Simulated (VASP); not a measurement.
# Driving VASP from ASE on YNiC2

Do ASE scripts that read YNiC2 from different structure formats give one answer, and do several routes find one equilibrium volume? All runs use PBEsol. Left out of this account: 1 further run (self-consistent run: a reference on another mesh). The start is a computed cell from the Materials Project.

Program: VASP 6.6.1. Level of theory: PBEsol, spin-polarised from a ferromagnetic start (one magnetic atom a cell); plane waves and PAW (Y_sv, Ni, C), in the first sound run; inputs show where later runs differ. Results are calculated unless marked as measured.

## Step 1: The starting structure

The structure is orthorhombic, space group Amm2 (No. 38). The conventional cell has a = 3.611 Å, b = 4.486 Å, c = 5.982 Å, α = 90.00°, β = 90.00°, γ = 90.00°. Nearest to Y lie 8 C at 2.64 to 2.67 Å and 6 Ni at 2.95 Å. Nearest to Ni lie 4 C at 1.93 to 1.98 Å and 6 Y at 2.95 Å. Nearest to C lie 1 C at 1.37 Å and 2 Ni at 1.93 to 1.98 Å and 4 Y at 2.64 to 2.67 Å. Farther neighbours are not listed.

## Step 2: Self-consistent run (PBEsol, through ASE)

A single point through ASE, with the structure read from a POSCAR.

The input, run.py:

```python
import numpy as np
from ase.calculators.vasp import Vasp
from ase.io import read
from ase.dft.bandgap import bandgap

atoms = read('structure.vasp')

calc = Vasp(
    xc='pbesol',
    pp='PBE',
    prec='Accurate',
    encut=520,
    ediff=1e-06,
    nelm=100,
    ismear=-1,
    sigma=0.05,
    lreal=False,
    algo='Normal',
    nbands=23,
    ispin=2,
    lasph=True,
    lmaxmix=4,
    lorbit=11,
    lwave=False,
    lcharg=False,
    kpar=4,
    isif=2,
    pp_version='64',
    setups={'Y': '_sv', 'Ni': '', 'C': ''},
    kpts=(8, 8, 8),
    gamma=True,
    txt='vasp.out',
    magmom=[0.0, 1.0, 0.0, 0.0],
)
atoms.calc = calc

print("energy (eV):", round(atoms.get_potential_energy(), 6))
print("Fermi level (eV):", round(calc.get_fermi_level(), 4))
print("forces (eV/A):")
print(np.round(atoms.get_forces(), 4))
print("stress (GPa, Voigt, tension positive):", np.round(atoms.get_stress() * 160.21766, 3))
print("magnetic moment (muB):", round(atoms.get_magnetic_moment(), 3))
gap, p1, p2 = bandgap(calc, direct=False)
print("gap on the mesh (eV):", round(gap, 4))
```

The input, structure.vasp:

```
YNiC2
1.0
    3.6105177600      0.0000000000      0.0000000000
    0.0000000000      2.2427958100      2.9912346600
    0.0000000000     -2.2427958100      2.9912346600
Y Ni C
1 1 2
Direct
    0.0000000000      0.0031364700      0.0031364700
    0.5000000000      0.6134320900      0.6134320900
    0.5000000000      0.4558403800      0.1505910600
    0.5000000000      0.1505910600      0.4558403800
```

Potentials, in the order of the species: Y_sv, Ni and C (PBE family, release 64).

Command:

```console
export ASE_VASP_COMMAND="mpirun -np 4 vasp_std"
python run.py
```

The log of the run:

```text
energy (eV): -33.847962
Fermi level (eV): 6.765
forces (eV/A):
[[ 0.     -0.     -0.0126]
 [ 0.     -0.      0.1393]
 [ 0.      0.2022 -0.0634]
 [ 0.     -0.2022 -0.0634]]
stress (GPa, Voigt, tension positive): [ 4.162  2.393  4.036 -0.    -0.    -0.   ]
magnetic moment (muB): 0.0
gap on the mesh (eV): 0.0
```

The job ended after 40 s (4 MPI ranks of AMD EPYC 9R45, shared host; peak memory 1.2 GiB; 2.4 min of CPU time).

The logs omit lines about the potential files and the build; timing stands in the text.

The INCAR that ASE wrote:

```
ENCUT = 520.000000
SIGMA = 0.050000
EDIFF = 1.00e-06
ALGO = Normal
GGA = PS
PREC = Accurate
ISIF = 2
ISMEAR = -1
ISPIN = 2
KPAR = 4
LMAXMIX = 4
LORBIT = 11
NBANDS = 23
NELM = 100
MAGMOM = 1*0.0000 1*1.0000 2*0.0000
LASPH = .TRUE.
LCHARG = .FALSE.
LWAVE = .FALSE.
LREAL = .FALSE.
```

ASE turned this into the KPOINTS:

```
KPOINTS created by Atomic Simulation Environment
0
Gamma
8 8 8
0 0 0
```

VASP's own log, vasp.out:

```text
[banner, memory and clock lines left out]
running    4 mpi-ranks, on    1 nodes
 distrk:  each k-point on    1 cores,    4 groups
 distr:  one band on    1 cores,    1 groups

 POSCAR found type information on POSCAR Y NiC
 POSCAR found :  3 types and       4 ions
|                                                                             |
|               ----> ADVICE to this user running VASP <----                  |
|                                                                             |
|     You enforced a specific xc type in the INCAR file but a different       |
|     [... a line on the potential file left out ...]
|     I HOPE YOU KNOW WHAT YOU ARE DOING!                                     |
|                                                                             |

 LDA part: xc-table for (Slater+PW92), standard interpolation
 POSCAR, INCAR and KPOINTS ok, starting setup
 FFT: planning ... GRIDC
 FFT: planning ... GRID_SOFT
 FFT: planning ... GRID
 WAVECAR not read
 entering main loop
       N       E                     dE             d eps       ncg     rms          rms(c)
DAV:   1     0.168603066472E+03    0.16860E+03   -0.14192E+04  9660   0.141E+03
DAV:   2    -0.246659719909E+02   -0.19327E+03   -0.18000E+03 10465   0.324E+02
DAV:   3    -0.395650374696E+02   -0.14899E+02   -0.14421E+02 12260   0.854E+01
DAV:   4    -0.401786896391E+02   -0.61365E+00   -0.61154E+00 13115   0.159E+01
DAV:   5    -0.401953957025E+02   -0.16706E-01   -0.16699E-01 12900   0.248E+00    0.394E+01
DAV:   6    -0.482654454593E+02   -0.80700E+01   -0.19740E+02 12535   0.158E+02    0.436E+01
DAV:   7    -0.341365674722E+02    0.14129E+02   -0.31118E+01 11887   0.958E+01    0.185E+01
DAV:   8    -0.342073276661E+02   -0.70760E-01   -0.11311E+01 15365   0.407E+01    0.164E+01
DAV:   9    -0.340193359056E+02    0.18799E+00   -0.60727E+00 13020   0.292E+01    0.551E+00
DAV:  10    -0.338674060497E+02    0.15193E+00   -0.52767E-01 14624   0.957E+00    0.210E+00
DAV:  11    -0.338557665794E+02    0.11639E-01   -0.58730E-02 14254   0.240E+00    0.134E+00
DAV:  12    -0.338535681270E+02    0.21985E-02   -0.94960E-03 15411   0.107E+00    0.401E-01
DAV:  13    -0.338531722173E+02    0.39591E-03   -0.16318E-03 14808   0.442E-01    0.108E-01
DAV:  14    -0.338531694256E+02    0.27917E-05   -0.12744E-04 12715   0.847E-02    0.806E-02
DAV:  15    -0.338531489326E+02    0.20493E-04   -0.11021E-04 14728   0.128E-01    0.187E-02
DAV:  16    -0.338531495808E+02   -0.64825E-06   -0.60952E-06 11307   0.173E-02
   1 F= -.33853150E+02 E0= -.33847962E+02  d E =-.103749E-01  mag=    -0.0000
```

OUTCAR, selected parts (step 2):

```text
ion  position               nearest neighbor table
   1  0.000  0.003  0.003-   3 2.64   3 2.64   4 2.64   4 2.64   4 2.67   3 2.67   4 2.67   3 2.67
                             2 2.95   2 2.95   2 2.95   2 2.95   2 2.95   2 2.95
   2  0.500  0.613  0.613-   3 1.93   4 1.93   4 1.98   3 1.98   1 2.95   1 2.95   1 2.95   1 2.95
                             1 2.95   1 2.95
   3  0.500  0.456  0.151-   4 1.37   2 1.93   2 1.98   1 2.64   1 2.64   1 2.67   1 2.67
   4  0.500  0.151  0.456-   3 1.37   2 1.93   2 1.98   1 2.64   1 2.64   1 2.67   1 2.67

  LATTYP: Found a base centered orthorhombic cell.
 ALAT       =     4.4855916200
 B/A-ratio  =     1.3337079759
 C/A-ratio  =     0.8049145053

 Subroutine GETGRP returns: Found  4 space group operations
 (whereof  4 operations were pure point group operations)

The static configuration has the point symmetry C_2v.

 Found    105 irreducible k-points:

   k-points           NKPTS =    105   k-points in BZ     NKDIM =    105   number of bands    NBANDS=     23

   dimension x,y,z NGX =    28 NGY =   28 NGZ =   28
   dimension x,y,z NGXF=    56 NGYF=   56 NGZF=   56

   ENCUT  =  520.0 eV  38.22 Ry    6.18 a.u.   6.71  6.95  6.95*2*pi/ulx,y,z

   NELECT =      29.0000    total number of electrons

 k-points in reciprocal lattice and weights: KPOINTS created by Atomic Simulation Env
   0.00000000  0.00000000  0.00000000       0.002
   0.12500000  0.00000000  0.00000000       0.004
   0.25000000  0.00000000  0.00000000       0.004
   0.37500000  0.00000000  0.00000000       0.004
   0.50000000  0.00000000  0.00000000       0.002
   0.00000000  0.12500000  0.00000000       0.008
   0.12500000  0.12500000  0.00000000       0.016
   0.25000000  0.12500000  0.00000000       0.016
   0.37500000  0.12500000  0.00000000       0.016
[...]
0.37500000  0.50000000  0.50000000       0.004
   0.50000000  0.50000000  0.50000000       0.002

 average (electrostatic) potential at core
       1 -33.5297       2 -85.1106       3 -48.7593       4 -48.7593

 E-fermi :   6.7650

 spin component 1
 k-point     1 :       0.0000    0.0000    0.0000
  band No.  band energies     occupation
    ...
     10       3.2598      1.00000
     11       4.0933      1.00000
     12       4.4367      1.00000
     13       4.7338      1.00000
     14       5.5516      1.00000
     15       7.1776      0.00026
     16       7.2102      0.00014
     17       8.6677      0.00000
     18      10.3219      0.00000
     19      10.4582      0.00000
    ...

 k-point     2 :       0.1250    0.0000    0.0000
  band No.  band energies     occupation
    ...
     10       3.7368      1.00000
     11       4.0533      1.00000
     12       4.3895      1.00000
     13       4.5945      1.00000
     14       5.6247      1.00000
     15       7.0277      0.00520
     16       7.4440      0.00000
     17       8.2158      0.00000
     18       9.6963      0.00000
     19      10.7739      0.00000
    ...

 k-point     3 :       0.2500    0.0000    0.0000
  band No.  band energies     occupation
    ...
     11       4.1633      1.00000
     12       4.3474      1.00000
     13       4.4178      1.00000
     14       5.8011      1.00000
     15       6.7359      0.64173
     16       7.3460      0.00001
     17       8.0605      0.00000
     18       9.5123      0.00000
     19      11.6433      0.00000
     20      11.8275      0.00000
    ...

 k-point     4 :       0.3750    0.0000    0.0000
  band No.  band energies     occupation
    ...
     11       4.1196      1.00000
     12       4.2158      1.00000
     13       4.7751      1.00000
     14       5.9908      1.00000
     15       6.3314      0.99983
     16       6.8941      0.07032
     17       8.4601      0.00000
     18      10.0684      0.00000
     19      11.4676      0.00000
     20      12.6696      0.00000
    ...

 k-point     5 :       0.5000    0.0000    0.0000
  band No.  band energies     occupation
    ...
     11       4.0833      1.00000
     12       4.1773      1.00000
     13       4.9274      1.00000
     14       6.0769      1.00000
     15       6.1026      1.00000
     16       6.8160      0.26505
     17       8.5506      0.00000
     18      10.5595      0.00000
     19      11.1803      0.00000
     20      12.9143      0.00000
    ...

 k-point     6 :       0.0000    0.1250    0.0000
  band No.  band energies     occupation
    ...
     10       3.3496      1.00000
     11       4.1335      1.00000
     12       4.3740      1.00000
     13       4.4415      1.00000
     14       5.3809      1.00000
     15       7.0786      0.00189
     16       7.7213      0.00000
     17       8.6354      0.00000
     18      10.2767      0.00000
     19      10.3348      0.00000
    ...

  Total       -1.2584317     -0.7237009     -1.2202597      0.0000000      0.0000000      0.0000000
  in kB      -41.6198504    -23.9348110    -40.3573975      0.0000000      0.0000000      0.0000000
  external PRESSURE =     -35.3040196 kB  Pullay stress =       0.0000000 kB

  energy-cutoff  :      520.00
  volume of cell :       48.44
      direct lattice vectors                 reciprocal lattice vectors
     3.610517760  0.000000000  0.000000000     0.276968586  0.000000000  0.000000000
     0.000000000  2.242795810  2.991234660     0.000000000  0.222936033  0.167155057
     0.000000000 -2.242795810  2.991234660     0.000000000 -0.222936033  0.167155057

 POSITION                                       TOTAL-FORCE (eV/Angst)
 -----------------------------------------------------------------------------------
      0.00000      0.00000      0.01876         0.000000     -0.000000     -0.012553
      1.80526      0.00000      3.66984         0.000000     -0.000000      0.139267
      1.80526      0.68461      1.81398         0.000000      0.202152     -0.063357
      1.80526     -0.68461      1.81398         0.000000     -0.202152     -0.063357
 -----------------------------------------------------------------------------------
    total drift:                                0.000000      0.000000      0.000305

  FREE ENERGIE OF THE ION-ELECTRON SYSTEM (eV)
  ---------------------------------------------------
  free  energy   TOTEN  =       -33.8531495808 eV

  energy  without entropy=      -33.8427747291  energy(sigma->0) =      -33.84796215

 total charge
# of ion       s       p       d       f       tot
--------------------------------------------------
    1        2.172   6.419   1.047   0.069   9.707
    2        0.531   0.735   8.431   0.000   9.698
    3        0.865   1.588   0.000   0.000   2.453
    4        0.865   1.588   0.000   0.000   2.453
--------------------------------------------------
tot          4.433  10.331   9.478   0.069  24.311

 magnetization (x)
# of ion       s       p       d       f       tot
--------------------------------------------------
    1        0.000   0.000  -0.000   0.000   0.000
    2       -0.000  -0.000   0.000   0.000   0.000
    3        0.000   0.000   0.000   0.000   0.000
    4        0.000   0.000   0.000   0.000   0.000
--------------------------------------------------
tot          0.000   0.000   0.000   0.000   0.000

[... 6 further parts left out ...]
```

The moments of the start collapse, so the state is non-magnetic; other starts or orders were not tried. The PAW data sets were made with PBE, which is usual practice but a small mismatch for other functionals. At this level the cell is under a tension of 3.5 GPa, so at these settings it is away from equilibrium.

Numbers from this step:

* electronic steps: 16
* electrons: 29
* bands: 23
* irreducible k points: 105
* symmetry operations: 4
* free energy (TOTEN): -33.85 eV
* energy at zero smearing: -33.85 eV
* Fermi energy: 6.765 eV
* pressure: -3.530 GPa
* metallic: yes

The spin moment in the PAW sphere vanishes on all atoms.

Force by atom:

```tsv
atom	x (eV/Å)	y (eV/Å)	z (eV/Å)	size
Y1	0.000	0.000	-0.013	0.013
Ni2	0.000	0.000	0.139	0.139
C3	0.000	0.202	-0.063	0.212
C4	0.000	-0.202	-0.063	0.212
```

The pressure is -3.53 GPa and the largest force 0.212 eV/Å, so the cell is not at a minimum at these settings.

(Continued in part 2 of 4.)

[Lines on the potential files, build, host, timing and source positions are cut from VASP's logs without a mark.]

[Logs are printed without paths, hosts, clocks, repeated set-up lines and the standing remarks that a program may print on its own settings, such as how far it seeks lower states.]

[Hosts, paths, dates, database ids (printed as entryN), source tags and the programs' standing remarks are cut or masked in the printed files.]

[A measured line is paired with the nearest computed mode of its activity, which favours agreement.]
